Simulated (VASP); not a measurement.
Input:

```xyz
1
Lattice="-2.1404 2.1404 2.1404 2.1404 -2.1404 2.1404 2.1404 2.1404 -2.1404" Properties=species:S:1:pos:R:3 pbc="T T T"
Eu     0.0000     0.0000     0.0000
```

Calculation: PBE GGA with D3 dispersion (zero damping), VASP's PBE PAW potentials (set 64) (plane waves; VASP). Numerical set-up: 520 eV cut-off, 12×12×12 Γ-centred mesh, first-order Methfessel-Paxton smearing of 0.10 eV, potentials Eu_2.

The 4f electrons are frozen in the core of the lanthanide potential, so 4f levels, which can set the real gap, and their magnetism are missing.

Question: Predict the energy per atom (σ→0), band gap (on the k-mesh) with the smallest direct gap where there is one.

Answer: 
```yaml
band gap (on the k-mesh): none (metal, semimetal or under 0.01 eV)
energy per atom (σ→0): -2.071 eV/atom
```

Only differences to runs with the same potentials and settings are physical.

The compound is Eu in the bcc structure. This cell is one point of a volume scan, at 0.94 of the reference volume.
